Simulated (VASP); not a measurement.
An input for Quantum ESPRESSO's pw.x (written as the equivalent of a VASP run, and not itself run):

```
&CONTROL
  calculation = 'vc-relax'
  pseudo_dir = './pseudo'
  outdir = './out'
  tprnfor = .true.
  tstress = .true.
  nstep = 60
  forc_conv_thr = 0.00078
/
&SYSTEM
  ibrav = 0
  nat = 6
  ntyp = 2
  ecutwfc = 84
  occupations = 'smearing'
  smearing = 'gaussian'
  degauss = 0.003675
  input_dft = 'rpbe'
/
&ELECTRONS
  conv_thr = 7.3e-08
  electron_maxstep = 100
/
&IONS
/
&CELL
/
ATOMIC_SPECIES
  Pb 207.200 Pb.upf
  O 15.999 O.upf
CELL_PARAMETERS angstrom
     5.1402113   -0.0000000    0.0000000
    -0.0000000    5.1402113    0.0000000
     0.0000000    0.0000000    3.4634062
ATOMIC_POSITIONS crystal
  Pb   0.0000000  0.0000000  0.0000000
  Pb   0.5000000  0.5000000  0.5000000
  O    0.3089061  0.3089061  0.0000000
  O    0.8089061  0.1910939  0.5000000
  O    0.1910939  0.8089061  0.5000000
  O    0.6910939  0.6910939  0.0000000
K_POINTS automatic
  4 4 6 0 0 0
```

Question: Write the VASP files for the same calculation (RPBE).

Answer: Several could match; the one computed here: 
**POSCAR**
```
PbO2
1.0
  5.1402113118   0.0000000000   0.0000000000
  0.0000000000   5.1402113118   0.0000000000
  0.0000000000   0.0000000000   3.4634062433
Pb O
2 4
direct
  0.0000000000   0.0000000000   0.0000000000
  0.5000000000   0.5000000000   0.5000000000
  0.3089060952   0.3089060952   0.0000000000
  0.8089060952   0.1910939048   0.5000000000
  0.1910939048   0.8089060952   0.5000000000
  0.6910939048   0.6910939048   0.0000000000
```

### INCAR
```
ALGO  =  Normal
EDIFF  =  1E-6
EDIFFG  =  -0.02
ENCUT  =  520
GGA  =  RP
IBRION  =  2
ISIF  =  3
ISMEAR  =  0
LASPH  =  .TRUE.
LCHARG  =  .FALSE.
LMAXMIX  =  4
LREAL  =  .FALSE.
LWAVE  =  .FALSE.
NELM  =  100
NSW  =  60
PREC  =  Accurate
SIGMA  =  0.05
SYSTEM  =  PbO2
```

KPOINTS:
```
Regular mesh
0
G
4 4 6
0 0 0
```

POTCAR, in this order: Pb_d O (PBE.64 set). Program: vasp_std.

The two are equivalent in intent, not identical: the potentials are each code's own (VASP's PAW set, PseudoDojo norm-conserving files in pw.x), so ENCUT and ecutwfc are chosen apart and not converted; conv_thr bounds pw.x's estimated SCF error, while EDIFF bounds the energy change between steps; forc_conv_thr acts on force components and is met together with etot_conv_thr.

The compound is PbO2 in the rutile structure. This run relaxes it. Symmetry was kept, so distortions that lower it aren't found. The start is the result of an earlier pass.
